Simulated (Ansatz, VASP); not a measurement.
## Two plane-wave programs on Al3Cl

Contents of INCAR:

```
PREC = Accurate
ENCUT = 520
EDIFF = 1E-6
ISMEAR = 0
SIGMA = 0.1
LREAL = False
LASPH = True
NELM = 80
ALGO = Normal
ISIF = 2
LWAVE = False
LCHARG = False
LDIPOL = True
IDIPOL = 3
DIPOL = 0.5 0.5 0.360
GGA = PE
IBRION = 2
NSW = 36
EDIFFG = -0.025
```

File KPOINTS:

```
Automatic mesh
0
Gamma
  9 9 1
```

Contents of POSCAR:

```
Al3Cl
1.0
    2.8567582918      0.0000000000      0.0000000000
   -1.4283791459      2.4740252532      0.0000000000
    0.0000000000      0.0000000000     20.1013782055
Al Cl
3 1
Selective dynamics
Direct
    0.6666666667      0.3333333333      0.1989913308  F F F
    0.3333333333      0.6666666667      0.3134471548  F F F
    0.0000000000      0.0000000000      0.4278999240  F F F
    0.6666666667      0.3333333333      0.4993648484  F F T
```

Input for Ansatz:

```yaml
crystal:
  lattice:
    - [2.8567582918, 0.0, 0.0]
    - [-1.4283791459, 2.4740252532, 0.0]
    - [0.0, 0.0, 20.1013782055]
  atoms:
    - { symbol: Al, position: [0.6666666667, 0.3333333333, 0.1989913308] }
    - { symbol: Al, position: [0.3333333333, 0.6666666667, 0.3134471548] }
    - { symbol: Al, position: [0.0, 0.0, 0.427899924] }
    - { symbol: Cl, position: [0.6666666667, 0.3333333333, 0.4993648484] }
basis:
  ecutwfc: 420
kpoints:
  mp_grid: { grid: [9, 9, 1] }
hamiltonian:
  xc: pbe
  pseudopotentials: { kind: paw, azcp: { folder: soft_1 } }
scf:
  occupations: { method: gaussian, width: 0.1 }
output:
  forces: true
  eigenvalues: true
relax:
  adjacent_minimum: "off"
  f_tol: 0.025
  max_steps: 16
  constraints: [{ sites: [0, 1, 2] }, { sites: [3], fix: xy }]
efield:
  axis: 3
  dipole_correction: true
  ramp_width: 0.04
```

Alike in both runs: task relaxation of the atoms; functional PBE; k mesh 9 × 9 × 1; occupations gaussian, width 0.1 eV; no spin polarisation.

|  | VASP | Ansatz |
| --- | --- | --- |
| version | VASP 6.6.1 | Ansatz 0.2.0 |
| potentials or method | VASP PAW PBE potentials, release 64 (Al, Cl) | scalar-relativistic, plane waves, PAW |
| plane-wave cutoff (eV) | 520 | 420 |
| valence electrons in the cell | 16 | 16 |

|  | VASP | Ansatz | Ansatz less VASP |
| --- | --- | --- | --- |
| gap on the k mesh at the Fermi level, each at its own relaxed structure (eV) | none | none | - |
| energy change over the relaxation (meV/atom) | -168 | -168 | -0.8 |

A gap of «none» marks a metal or a gap that the smearing closes.
